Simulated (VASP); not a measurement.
Data:

```
CELL_PARAMETERS angstrom
      0.00000     3.27609     3.27609
      3.27609     0.00000     3.27609
      3.27609     3.27609     0.00000
ATOMIC_POSITIONS crystal
  Te 0.50000 0.50000 0.50000
  Pb 0.00000 0.00000 0.00000
```

The numbers are results of optB88-vdW, VASP's PBE PAW potentials (set 64) (plane waves; VASP 6.6.1), not measurements. Settings: 520 eV cut-off, 8×8×8 Γ-centred mesh, tetrahedra with Blöchl corrections, potentials Te Pb_d.

Unless said otherwise, spin-orbit coupling is left out, though it shifts the bands of the heavy elements here.

Task: What does the run give for the energy per atom (σ→0), band gap (on the k-mesh) with the smallest direct gap where there is one?

Result: 
```
Property                                      Value
-----------------------------------  --------------
band gap (on the k-mesh)                    0.84 eV
smallest direct gap (on the k-mesh)         0.84 eV
energy per atom (σ→0)                -1.202 eV/atom
```

The compound is PbTe in the rock salt structure. It was relaxed first.
